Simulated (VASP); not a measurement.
```xyz
6
Lattice="4.3153 0.0000 0.0000 -2.1577 3.7372 0.0000 0.0000 0.0000 9.4589" Properties=species:S:1:pos:R:3 pbc="T T T"
Sr     2.1577     1.2457     7.1189
Sr     2.1577     1.2457     2.3401
Al    -2.1577     3.7372     4.7295
Ga    -2.1577     3.7372     9.4589
Ga     0.0000     2.4914     4.7295
Ga     0.0000     2.4914     9.4589
```

Computed with PBEsol GGA, VASP's PBE PAW potentials (set 64) (plane waves; VASP). Run with 400 eV cut-off, Gaussian smearing of 0.050 eV, potentials Sr_sv Al Ga_d.

Problem. Give the energies of bands 24 to 36 at the high-symmetry points, in eV from the Fermi level.

Solution. 
```
band      Γ      M      K      A      L      H
----  -----  -----  -----  -----  -----  -----
24    -8.72  -6.75  -5.91  -8.60  -6.75  -5.91
25    -7.84  -6.30  -5.89  -8.03  -6.30  -5.89
26    -3.47  -5.44  -5.86  -2.45  -5.34  -5.86
27    -0.52  -4.50  -4.72  -2.39  -4.67  -4.72
28     0.20  -1.16  -3.07   0.48  -1.01  -2.71
29     0.20  -0.80  -2.15   0.48  -0.85  -2.60
30     0.36  -0.75  -0.49   0.50  -0.59  -0.15
31     0.94  -0.66  -0.45   0.50  -0.56  -0.06
32     0.94  -0.31   0.51   1.34   0.11  -0.05
33     1.30   0.33   0.65   2.16   0.16  -0.01
34     2.26   2.11   2.94   2.39   1.27   4.09
35     2.26   2.69   3.07   2.53   1.44   4.26
36     2.47   3.51   3.15   2.69   4.41   4.41
```

It has no gap at this level: it comes out as a metal or semimetal.

The structure comes from a computed database's Sr2AlGa3 entry (P-6m2); how it stands against other phases isn't given here. It was relaxed first.
